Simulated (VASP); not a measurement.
# Driving VASP from ASE on YC2, part 2 of 3

Do ASE scripts that read YC2 from different structure formats give one answer, and do several routes find one equilibrium volume? All runs use r2SCAN. Left out of this account: at least 1 further run (self-consistent run: a reference on another mesh). The start is a cell from a database of measured crystal structures.

VASP 6.6.1; r2SCAN; plane waves and PAW (Y_sv, C).

So far. Step 3 (Total energy, forces and stress (r2SCAN, through ASE) …): The energy lies +5.29 meV an atom from the first script, since this cell and mesh sample the zone at other points.

## (4) Full relaxation (r2SCAN, through ASE)

System of this step: YC2. The structure is tetragonal, space group I4/mmm (No. 139). The conventional cell has a = 3.677 Å, b = 3.677 Å, c = 6.188 Å, α = 90.00°, β = 90.00°, γ = 90.00°. Nearest to Y lie 10 C at 2.44 to 2.68 Å. Nearest to C lie 1 C at 1.30 Å and 5 Y at 2.44 to 2.68 Å. Farther neighbours are not listed.

Properties are meant for the cell that this level of theory prefers, so cell and atoms are relaxed first (ISIF = 3) until forces and stress are small; EDIFFG sets the threshold.

The input, run.py:

```python
import numpy as np
from ase.calculators.vasp import Vasp
from ase import Atoms

atoms = Atoms(['Y', 'C', 'C'],
              cell=[[-1.83855, 1.83855, 3.0941], [1.83855, -1.83855, 3.0941], [1.83855, 1.83855, -3.0941]],
              scaled_positions=[[0.0, 0.0, 0.0], [0.3951, 0.3951, 0.0], [0.6049, 0.6049, 0.0]],
              pbc=True)

calc = Vasp(
    xc='r2scan',
    pp='PBE',
    prec='Accurate',
    encut=520,
    ediff=1e-06,
    nelm=100,
    ismear=-1,
    sigma=0.05,
    lreal=False,
    algo='Normal',
    lasph=True,
    nbands=15,
    lorbit=11,
    lwave=False,
    lcharg=False,
    kpar=4,
    ibrion=2,
    nsw=60,
    isif=3,
    ediffg=-0.01,
    pp_version='64',
    setups={'Y': '_sv', 'C': ''},
    kpts=(11, 11, 11),
    gamma=True,
    txt='vasp.out',
)
atoms.calc = calc

print("energy (eV):", round(atoms.get_potential_energy(), 6))
print("Fermi level (eV):", round(calc.get_fermi_level(), 4))
print("forces (eV/A):")
print(np.round(atoms.get_forces(), 4))
print("stress (GPa, Voigt, tension positive):", np.round(atoms.get_stress() * 160.21766, 3))
print("cell (A, degrees):", np.round(atoms.cell.cellpar(), 4))
print("volume (A^3):", round(atoms.get_volume(), 4))
print("positions:")
print(np.round(atoms.get_scaled_positions(), 5))
```

The projector-augmented-wave data sets are Y_sv and C (PBE family, release 64).

On the command line:

```
$ export ASE_VASP_COMMAND="mpirun -np 4 vasp_std"
$ python run.py
```

What it wrote:

```text
energy (eV): -41.291485
Fermi level (eV): 5.198
forces (eV/A):
[[ 0.     0.     0.   ]
 [-0.    -0.    -0.002]
 [ 0.     0.     0.002]]
stress (GPa, Voigt, tension positive): [ 0.093  0.093  0.1    0.    -0.    -0.   ]
cell (A, degrees): [  4.04     4.04     4.04   125.8618 125.8618  80.1154]
volume (A^3): 41.8045
positions:
[[0.      0.      0.     ]
 [0.39528 0.39528 0.     ]
 [0.60472 0.60472 0.     ]]
```

Run time: 2.3 min. Hardware: 4 MPI ranks of Intel Xeon Platinum 8488C (Sapphire Rapids), shared host; peak memory 0.95 GiB.

ASE turned this into the INCAR:

```
ENCUT = 520.000000
SIGMA = 0.050000
EDIFF = 1.00e-06
EDIFFG = -1.00e-02
ALGO = Normal
METAGGA = R2SCAN
PREC = Accurate
IBRION = 2
ISIF = 3
ISMEAR = -1
KPAR = 4
LORBIT = 11
NBANDS = 15
NELM = 100
NSW = 60
LASPH = .TRUE.
LCHARG = .FALSE.
LWAVE = .FALSE.
LREAL = .FALSE.
```

The KPOINTS that ASE wrote:

```
KPOINTS created by Atomic Simulation Environment
0
Gamma
11 11 11
0 0 0
```

VASP's own log, vasp.out:

```text
[banner, memory and clock lines left out]
running    4 mpi-ranks, on    1 nodes
 distrk:  each k-point on    1 cores,    4 groups
 distr:  one band on    1 cores,    1 groups

 POSCAR found type information on POSCAR Y C
 POSCAR found :  2 types and       3 ions
 [... a notice as in an earlier step ...]

 LDA part: xc-table for (None), standard interpolation
 POSCAR, INCAR and KPOINTS ok, starting setup
 FFT: planning ... GRIDC
 FFT: planning ... GRID_SOFT
 FFT: planning ... GRID
 WAVECAR not read
 entering main loop
       N       E                     dE             d eps       ncg     rms          rms(c)
[... 14 cycles as in an earlier step ...]
   1 F= -.41293311E+02 E0= -.41291176E+02  d E =-.412933E+02
 curvature:   0.00 expect dE= 0.000E+00 dE for cont linesearch  0.000E+00
 trial: gam= 0.00000 g(F)=  0.296E-02 g(S)=  0.131E-02 ort = 0.000E+00 (trialstep = 0.100E+01)
 search vector abs. value=  0.427E-02
 bond charge predicted
       N       E                     dE             d eps       ncg     rms          rms(c)
DAV:   1    -0.412848328237E+02    0.84785E-02   -0.54083E-01  3780   0.558E+00    0.505E-01
DAV:   2    -0.412823585405E+02    0.24743E-02   -0.17570E-02  5180   0.983E-01    0.297E-01
DAV:   3    -0.412813766057E+02    0.98193E-03   -0.50168E-03  5701   0.471E-01    0.284E-01
DAV:   4    -0.412813354344E+02    0.41171E-04   -0.40741E-04  4614   0.146E-01    0.165E-01
DAV:   5    -0.412813540752E+02   -0.18641E-04   -0.15680E-04  6439   0.732E-02    0.254E-02
DAV:   6    -0.412813557799E+02   -0.17046E-05   -0.79098E-06  4396   0.228E-02    0.107E-02
DAV:   7    -0.412813587521E+02   -0.29723E-05   -0.22278E-06  4589   0.131E-02    0.635E-03
DAV:   8    -0.412813586212E+02    0.13093E-06   -0.20492E-07  2142   0.372E-03
   2 F= -.41281359E+02 E0= -.41279296E+02  d E =0.119521E-01
 trial-energy change:    0.011952  1 .order    0.012353   -0.004270    0.028977
 step:   0.1370(harm=  0.1284)  dis= 0.00116  next Energy=   -41.293604 (dE=-0.294E-03)
 bond charge predicted
       N       E                     dE             d eps       ncg     rms          rms(c)
DAV:   1    -0.412961794631E+02   -0.14821E-01   -0.40458E-01  3780   0.483E+00    0.429E-01
DAV:   2    -0.412943324994E+02    0.18470E-02   -0.13414E-02  5166   0.852E-01    0.259E-01
DAV:   3    -0.412936213583E+02    0.71114E-03   -0.34984E-03  5728   0.391E-01    0.237E-01
DAV:   4    -0.412935918816E+02    0.29477E-04   -0.27726E-04  4606   0.120E-01    0.138E-01
DAV:   5    -0.412936066303E+02   -0.14749E-04   -0.12605E-04  6388   0.639E-02    0.201E-02
DAV:   6    -0.412936060328E+02    0.59750E-06   -0.52292E-06  4347   0.189E-02
   3 F= -.41293606E+02 E0= -.41291485E+02  d E =-.295332E-03
 curvature:  -0.06 expect dE=-0.196E-05 dE for cont linesearch -0.168E-06
 trial: gam=-0.01761 g(F)=  0.403E-06 g(S)=  0.301E-04 ort = 0.106E-03 (trialstep = 0.827E+00)
 search vector abs. value=  0.281E-04
 reached required accuracy - stopping structural energy minimisation
```

OUTCAR, selected parts (step 4):

```text
The static configuration has the point symmetry D_4h.

 Found    126 irreducible k-points:

   NELECT =      19.0000    total number of electrons

 E-fermi :   5.1980

 k-point     1 :       0.0000    0.0000    0.0000
  band No.  band energies     occupation
    ...
      7      -0.3030      2.00000
      8       1.5437      2.00000
      9       1.5437      2.00000
     10       4.6172      1.99998
     11       4.6172      1.99998
     12       5.7750      0.00002
     13       7.8990      0.00000
     14       8.2951      0.00000
     15      13.4218      0.00000

 k-point     2 :       0.0909    0.0000   -0.0000
  band No.  band energies     occupation
    ...
      7      -0.0366      2.00000
      8       1.3158      2.00000
      9       1.3628      2.00000
     10       4.7388      1.99979
     11       4.7819      1.99951
     12       5.9624      0.00000
     13       8.2033      0.00000
     14       8.6005      0.00000
     15      13.2024      0.00000

  Total       -0.0243534     -0.0243534     -0.0261644      0.0000000     -0.0000000      0.0000000
  in kB       -0.9333555     -0.9333555     -1.0027635      0.0000000     -0.0000000      0.0000000
  external PRESSURE =      -0.9564915 kB  Pullay stress =       0.0000000 kB

  energy-cutoff  :      520.00
  volume of cell :       41.80
      direct lattice vectors                 reciprocal lattice vectors
    -1.838441602  1.838441602  3.092168195     0.000000000  0.271969476  0.161698837
     1.838441602 -1.838441602  3.092168195     0.271969476  0.000000000  0.161698837
     1.838441602  1.838441602 -3.092168195     0.271969476  0.271969476  0.000000000

 POSITION                                       TOTAL-FORCE (eV/Angst)
 -----------------------------------------------------------------------------------
      0.00000      0.00000      0.00000         0.000000      0.000000      0.000000
      0.00000      0.00000      2.44455        -0.000000     -0.000000     -0.002044
      0.00000      0.00000      3.73978         0.000000      0.000000      0.002044
 -----------------------------------------------------------------------------------
    total drift:                                0.000000      0.000000     -0.000000

  FREE ENERGIE OF THE ION-ELECTRON SYSTEM (eV)
  ---------------------------------------------------
  free  energy   TOTEN  =       -41.2936060328 eV

  energy  without entropy=      -41.2893634247  energy(sigma->0) =      -41.29148473

 reached required accuracy - stopping structural energy minimisation

 total charge
# of ion       s       p       d       f       tot
--------------------------------------------------
    1        2.144   6.397   0.963   0.072   9.577
    2        0.931   1.591   0.000   0.000   2.523
    3        0.931   1.591   0.000   0.000   2.523
--------------------------------------------------
tot          4.007   9.580   0.963   0.072  14.622

[... 7 parts as in an earlier step ...]

[... 5 further parts left out ...]
```

The run keeps the 16 symmetry operations of its start, so it cannot find a distortion of lower symmetry.

No atom moved by 0.005 Å in the relaxation.

This step gave:

```yaml
electrons: 19
bands: 15
irreducible_k_points: 126
free_energy_toten: -41.29 eV
energy_at_zero_smearing: -41.29 eV
fermi_energy: 5.198 eV
pressure: -0.09565 GPa
scf_cycles_over_all_ionic_steps: 28
```

It ends with a largest force of 0.002 eV/Å and a pressure of -0.10 GPa.

## (5) Equation of state by an ASE loop (r2SCAN)

An ASE loop scales the volume at fixed shape and fractional positions and fits the energies, which gives the bulk modulus of a clamped cell from energies alone.

The input, run.py:

```python
import numpy as np
from ase.calculators.vasp import Vasp
from ase.io import read
from ase.eos import EquationOfState
from ase.units import GPa

atoms = read('structure.vasp')

calc = Vasp(
    xc='r2scan',
    pp='PBE',
    prec='Accurate',
    encut=520,
    ediff=1e-06,
    nelm=100,
    ismear=-1,
    sigma=0.05,
    lreal=False,
    algo='Normal',
    lasph=True,
    nbands=15,
    lorbit=11,
    lwave=False,
    lcharg=False,
    kpar=4,
    isif=2,
    pp_version='64',
    setups={'Y': '_sv', 'C': ''},
    kpts=(11, 11, 11),
    gamma=True,
    txt='vasp.out',
)
atoms.calc = calc

cell, volumes, energies = atoms.get_cell(), [], []
for x in [0.94, 0.96, 0.98, 1.0, 1.02, 1.04, 1.06]:
    atoms.set_cell(cell * x ** (1 / 3), scale_atoms=True)
    volumes.append(atoms.get_volume())
    energies.append(atoms.get_potential_energy())
    print(f"{x:.2f}  V = {volumes[-1]:.4f} A^3  E = {energies[-1]:.6f} eV")
v0, e0, b0 = EquationOfState(volumes, energies, eos="birchmurnaghan").fit()
print(f"V0 = {v0:.4f} A^3  E0 = {e0:.6f} eV  B0 = {b0 / GPa:.2f} GPa")
```

The input, structure.vasp:

```
YC2
1.0
   -1.8385500000      1.8385500000      3.0941000000
    1.8385500000     -1.8385500000      3.0941000000
    1.8385500000      1.8385500000     -3.0941000000
Y C
1 2
Direct
    0.0000000000      0.0000000000      0.0000000000
    0.3951000000      0.3951000000      0.0000000000
    0.6049000000      0.6049000000      0.0000000000
```

What it wrote:

```text
0.94  V = 39.3254 A^3  E = -41.217803 eV
0.96  V = 40.1621 A^3  E = -41.261107 eV
0.98  V = 40.9988 A^3  E = -41.284942 eV
1.00  V = 41.8355 A^3  E = -41.291176 eV
1.02  V = 42.6722 A^3  E = -41.281465 eV
1.04  V = 43.5089 A^3  E = -41.257322 eV
1.06  V = 44.3457 A^3  E = -41.220099 eV
V0 = 41.7309 A^3  E0 = -41.291300 eV  B0 = 154.00 GPa
```

The job ended after 7.3 min (4 MPI ranks; peak memory 1 GiB; 29 min of CPU time).

ASE turned this into the INCAR:

```
ENCUT = 520.000000
SIGMA = 0.050000
EDIFF = 1.00e-06
ALGO = Normal
METAGGA = R2SCAN
PREC = Accurate
ISIF = 2
ISMEAR = -1
KPAR = 4
LORBIT = 11
NBANDS = 15
NELM = 100
LASPH = .TRUE.
LCHARG = .FALSE.
LWAVE = .FALSE.
LREAL = .FALSE.
```

The KPOINTS that ASE wrote:

```
KPOINTS created by Atomic Simulation Environment
0
Gamma
11 11 11
0 0 0
```

VASP's own log, vasp.out (the last of its runs):

```text
[banner, memory and clock lines left out]
running    4 mpi-ranks, on    1 nodes
 distrk:  each k-point on    1 cores,    4 groups
 distr:  one band on    1 cores,    1 groups

 POSCAR found type information on POSCAR Y C
 POSCAR found :  2 types and       3 ions
 [... a notice as in an earlier step ...]

 LDA part: xc-table for (None), standard interpolation
 POSCAR, INCAR and KPOINTS ok, starting setup
 FFT: planning ... GRIDC
 FFT: planning ... GRID_SOFT
 FFT: planning ... GRID
 WAVECAR not read
 WARNING: random wavefunctions but no delay for mixing, default for NELMDL
 entering main loop
       N       E                     dE             d eps       ncg     rms          rms(c)
DAV:   1     0.411190042001E+02    0.41119E+02   -0.97958E+03  3788   0.121E+03
DAV:   2    -0.452321873930E+02   -0.86351E+02   -0.83575E+02  4936   0.243E+02
DAV:   3    -0.490631071234E+02   -0.38309E+01   -0.38105E+01  5641   0.434E+01
DAV:   4    -0.491674704726E+02   -0.10436E+00   -0.10429E+00  5141   0.678E+00
DAV:   5    -0.491693456036E+02   -0.18751E-02   -0.18748E-02  5283   0.757E-01    0.240E+01
DAV:   6    -0.413796430623E+02    0.77897E+01   -0.71074E+00  5453   0.194E+01    0.199E+01
DAV:   7    -0.412153641018E+02    0.16428E+00   -0.27631E+00  4921   0.101E+01    0.128E+01
DAV:   8    -0.413183626819E+02   -0.10300E+00   -0.10948E+00  4207   0.563E+00    0.361E+00
DAV:   9    -0.412209933776E+02    0.97369E-01   -0.44865E-01  4251   0.345E+00    0.286E-01
DAV:  10    -0.412226248350E+02   -0.16315E-02   -0.16952E-02  5111   0.957E-01    0.655E-01
DAV:  11    -0.412227663008E+02   -0.14147E-03   -0.69557E-04  4904   0.219E-01    0.258E-01
DAV:  12    -0.412224733116E+02    0.29299E-03   -0.11703E-03  4201   0.181E-01    0.320E-02
DAV:  13    -0.412224738587E+02   -0.54714E-06   -0.53726E-05  5110   0.587E-02    0.114E-02
DAV:  14    -0.412224729698E+02    0.88893E-06   -0.44499E-06  5165   0.119E-02
   1 F= -.41222473E+02 E0= -.41220099E+02  d E =-.474765E-02
```

OUTCAR, selected parts (step 5):

```text
   ENCUT  =  520.0 eV  38.22 Ry    6.18 a.u.   7.66  7.66  7.66*2*pi/ulx,y,z

   NELECT =      19.0000    total number of electrons

 E-fermi :   4.8382

 k-point     1 :       0.0000    0.0000    0.0000
  band No.  band energies     occupation
    ...
      7      -0.8117      2.00000
      8       1.2880      2.00000
      9       1.2880      2.00000
     10       4.2907      1.99996
     11       4.2907      1.99996
     12       5.4014      0.00003
     13       7.2693      0.00000
     14       7.7433      0.00000
     15      12.6415      0.00000

  Total       -1.4447502     -1.4447502     -4.0250442      0.0000000     -0.0000000      0.0000000
  in kB      -52.1978070    -52.1978070   -145.4220105      0.0000000     -0.0000000      0.0000000
  external PRESSURE =     -83.2725415 kB  Pullay stress =       0.0000000 kB

 POSITION                                       TOTAL-FORCE (eV/Angst)
 -----------------------------------------------------------------------------------
      0.00000      0.00000      0.00000         0.000000      0.000000     -0.000000
      0.00000      0.00000      2.49291        -0.000000     -0.000000      1.338551
      0.00000      0.00000      3.81666         0.000000      0.000000     -1.338551
 -----------------------------------------------------------------------------------
    total drift:                                0.000000      0.000000      0.000000

  FREE ENERGIE OF THE ION-ELECTRON SYSTEM (eV)
  ---------------------------------------------------
  free  energy   TOTEN  =       -41.2224729698 eV

  energy  without entropy=      -41.2177253236  energy(sigma->0) =      -41.22009915

[... 2 parts as in an earlier step ...]

[... 14 further parts left out ...]
```

This step gave:

| Item | Value |
| --- | --- |
| bulk modulus | 154 GPa |
| equilibrium volume of the fit | 13.91 Å³/atom |

The fit over cells of fixed shape and fractional positions puts the volume -0.18 % from the relaxed one.

## (6) BFGS in ASE (r2SCAN)

Here ASE drives the relaxation and calls VASP for forces and stress at each step.

The input, run.py:

```python
import numpy as np
from ase.calculators.vasp import Vasp
from ase import Atoms
from ase.optimize import BFGS
from ase.filters import FrechetCellFilter

atoms = Atoms(['Y', 'C', 'C'],
              cell=[[-1.83855, 1.83855, 3.0941], [1.83855, -1.83855, 3.0941], [1.83855, 1.83855, -3.0941]],
              scaled_positions=[[0.0, 0.0, 0.0], [0.3951, 0.3951, 0.0], [0.6049, 0.6049, 0.0]],
              pbc=True)

calc = Vasp(
    xc='r2scan',
    pp='PBE',
    prec='Accurate',
    encut=520,
    ediff=1e-06,
    nelm=100,
    ismear=-1,
    sigma=0.05,
    lreal=False,
    algo='Normal',
    lasph=True,
    nbands=15,
    lorbit=11,
    lwave=False,
    lcharg=False,
    kpar=4,
    isif=2,
    pp_version='64',
    setups={'Y': '_sv', 'C': ''},
    kpts=(11, 11, 11),
    gamma=True,
    txt='vasp.out',
)
atoms.calc = calc

BFGS(FrechetCellFilter(atoms)).run(fmax=0.02, steps=30)
print("cell (A, degrees):", np.round(atoms.cell.cellpar(), 4))
print("volume (A^3):", round(atoms.get_volume(), 4))
print("energy (eV):", round(atoms.get_potential_energy(), 6))
print("Fermi level (eV):", round(calc.get_fermi_level(), 4))
print("forces (eV/A):")
print(np.round(atoms.get_forces(), 4))
print("stress (GPa, Voigt, tension positive):", np.round(atoms.get_stress() * 160.21766, 3))
```

What it wrote:

```text
Step     Time          Energy          fmax
BFGS:    0 --:--:--      -41.293311        0.175033
BFGS:    1 --:--:--      -41.293374        0.165177
BFGS:    2 --:--:--      -41.293585        0.018396
cell (A, degrees): [  4.0406   4.0406   4.0406 125.8712 125.8712  80.0999]
volume (A^3): 41.816
energy (eV): -41.291463
Fermi level (eV): 5.1969
forces (eV/A):
[[-0.     -0.      0.    ]
 [ 0.      0.     -0.0037]
 [-0.     -0.      0.0037]]
stress (GPa, Voigt, tension positive): [ 0.074  0.074  0.211 -0.    -0.    -0.   ]
```

Run time: 3.2 min. Hardware: 4 MPI ranks; peak memory 0.94 GiB.

ASE turned this into the INCAR:

```
ENCUT = 520.000000
SIGMA = 0.050000
EDIFF = 1.00e-06
ALGO = Normal
METAGGA = R2SCAN
PREC = Accurate
ISIF = 2
ISMEAR = -1
KPAR = 4
LORBIT = 11
NBANDS = 15
NELM = 100
LASPH = .TRUE.
LCHARG = .FALSE.
LWAVE = .FALSE.
LREAL = .FALSE.
```

The KPOINTS that ASE wrote:

```
KPOINTS created by Atomic Simulation Environment
0
Gamma
11 11 11
0 0 0
```

vasp.out (the last of its runs):

```text
[... set-up lines as in an earlier step ...]
 entering main loop
       N       E                     dE             d eps       ncg     rms          rms(c)
DAV:   1     0.423901791016E+02    0.42390E+02   -0.99095E+03  3780   0.123E+03
DAV:   2    -0.454032010725E+02   -0.87793E+02   -0.84868E+02  4922   0.246E+02
DAV:   3    -0.493170266413E+02   -0.39138E+01   -0.38895E+01  5718   0.437E+01
DAV:   4    -0.494175291731E+02   -0.10050E+00   -0.10045E+00  4948   0.669E+00
DAV:   5    -0.494194331635E+02   -0.19040E-02   -0.19038E-02  5393   0.778E-01    0.270E+01
DAV:   6    -0.414573765422E+02    0.79621E+01   -0.71850E+00  5404   0.209E+01    0.220E+01
DAV:   7    -0.412917595330E+02    0.16562E+00   -0.30466E+00  4810   0.109E+01    0.136E+01
DAV:   8    -0.413822926521E+02   -0.90533E-01   -0.11096E+00  4151   0.598E+00    0.396E+00
DAV:   9    -0.412922967444E+02    0.89996E-01   -0.41573E-01  4221   0.351E+00    0.283E-01
DAV:  10    -0.412937681279E+02   -0.14714E-02   -0.15364E-02  5034   0.929E-01    0.677E-01
DAV:  11    -0.412937917025E+02   -0.23575E-04   -0.73397E-04  4830   0.237E-01    0.219E-01
DAV:  12    -0.412935848499E+02    0.20685E-03   -0.82357E-04  4251   0.163E-01    0.178E-02
DAV:  13    -0.412935854531E+02   -0.60321E-06   -0.40522E-05  5138   0.517E-02    0.128E-02
DAV:  14    -0.412935848379E+02    0.61521E-06   -0.32251E-06  4759   0.106E-02
   1 F= -.41293585E+02 E0= -.41291463E+02  d E =-.424278E-02
```

From OUTCAR (step 6):

```text
   NELECT =      19.0000    total number of electrons

 E-fermi :   5.1969

 k-point     1 :       0.0000    0.0000    0.0000
  band No.  band energies     occupation
    ...
      7      -0.3051      2.00000
      8       1.5428      2.00000
      9       1.5428      2.00000
     10       4.6174      1.99998
     11       4.6174      1.99998
     12       5.7719      0.00002
     13       7.8980      0.00000
     14       8.2931      0.00000
     15      13.4204      0.00000

  Total       -0.0194133     -0.0194133     -0.0551884      0.0000000      0.0000000      0.0000000
  in kB       -0.7438194     -0.7438194     -2.1145408      0.0000000      0.0000000      0.0000000
  external PRESSURE =      -1.2007265 kB  Pullay stress =       0.0000000 kB

 POSITION                                       TOTAL-FORCE (eV/Angst)
 -----------------------------------------------------------------------------------
      0.00000      0.00000      0.00000        -0.000000     -0.000000      0.000000
      0.00000      0.00000      2.44537         0.000000      0.000000     -0.003684
      0.00000      0.00000      3.74067        -0.000000     -0.000000      0.003684
 -----------------------------------------------------------------------------------
    total drift:                               -0.000000     -0.000000      0.000000

  FREE ENERGIE OF THE ION-ELECTRON SYSTEM (eV)
  ---------------------------------------------------
  free  energy   TOTEN  =       -41.2935848379 eV

  energy  without entropy=      -41.2893420591  energy(sigma->0) =      -41.29146345

[... 4 parts as in an earlier step ...]

[... 13 further parts left out ...]
```

This step gave:

- optimizer steps: 2
- volume after bfgs: 13.94 Å³/atom

## (7) Side by side

| run | atoms | mesh | energy (eV/atom) | pressure (GPa) |
| --- | --- | --- | --- | --- |
| ASE, structure typed into the script | 3 | 11×11×11 | -13.76373 | -0.430 |
| ASE, structure read from a CIF with its space group | 6 | 6×6×4 | -13.75843 | -0.265 |

[end of part 2 of 3]

[Lines on the potential files, build, host, timing and source positions are cut from VASP's logs without a mark.]

[Logs are printed without paths, hosts, clocks, repeated set-up lines and the standing remarks that a program may print on its own settings, such as how far it seeks lower states.]

[Hosts, paths, dates, database ids (printed as entryN), source tags and the programs' standing remarks are cut or masked in the printed files.]

[A measured line is paired with the nearest computed mode of its activity, which favours agreement.]

[In band tables of VASP the shares of atoms and orbitals are scaled to a sum of 1 inside the atoms' spheres.]
